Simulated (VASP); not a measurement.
A convergence study with VASP on AlN (zinc blende): one setting is varied, all else stays as given below, so the limit is that of these other settings.

```xyz
2
Lattice="0.0000 2.1900 2.1900 2.1900 0.0000 2.1900 2.1900 2.1900 0.0000" Properties=species:S:1:pos:R:3 pbc="T T T"
Al     0.0000     0.0000     0.0000
N      1.0950     1.0950     1.0950
```

Method: PBE GGA, VASP's PBE PAW potentials (set 64) (plane waves; VASP). The tightest run used: 700 eV cut-off, 16×16×16 Monkhorst-Pack mesh, Gaussian smearing of 0.050 eV, potentials Al N.

**Question.** The settings run are 1×1×1 mesh; 2×2×2 mesh; 3×3×3 mesh; 4×4×4 mesh; 5×5×5 mesh; 6×6×6 mesh; 7×7×7 mesh; 8×8×8 mesh; 9×9×9 mesh; 10×10×10 mesh; 11×11×11 mesh; 12×12×12 mesh; 13×13×13 mesh; 14×14×14 mesh; 15×15×15 mesh; 16×16×16 mesh. From which on does the stress (every component) stay within 0.2 GPa of the tightest run?

**Answer.** From 4×4×4 mesh on: it is off by 0.00 there and by no more than 0.2 in any finer run, while 3×3×3 mesh is off by 0.38.
```csv
setting,E (eV/atom),pressure (GPa),irreducible k-points,difference judged (GPa)
1×1×1 mesh,-1.5713,21.54,1,18.78
2×2×2 mesh,-7.4030,2.98,2,0.22
3×3×3 mesh,-7.3247,3.14,4,0.38
4×4×4 mesh,-7.4245,2.77,10,0.00
5×5×5 mesh,-7.4207,2.76,10,0.00
6×6×6 mesh,-7.4246,2.77,28,0.00
7×7×7 mesh,-7.4243,2.76,20,0.00
8×8×8 mesh,-7.4246,2.76,60,0.00
9×9×9 mesh,-7.4246,2.76,35,0.00
10×10×10 mesh,-7.4246,2.76,110,0.00
11×11×11 mesh,-7.4246,2.76,56,0.00
12×12×12 mesh,-7.4246,2.76,182,0.00
13×13×13 mesh,-7.4246,2.76,84,0.00
14×14×14 mesh,-7.4246,2.76,280,0.00
15×15×15 mesh,-7.4246,2.76,120,0.00
16×16×16 mesh,-7.4246,2.76,408,0.00
```

Left out are rungs that failed or repeat a setting and relaxations that didn't move; long series are thinned to 24 rows.

The compound is AlN in the zinc blende structure, a metastable form; wurtzite is the usual one. The cell was not relaxed at this level.
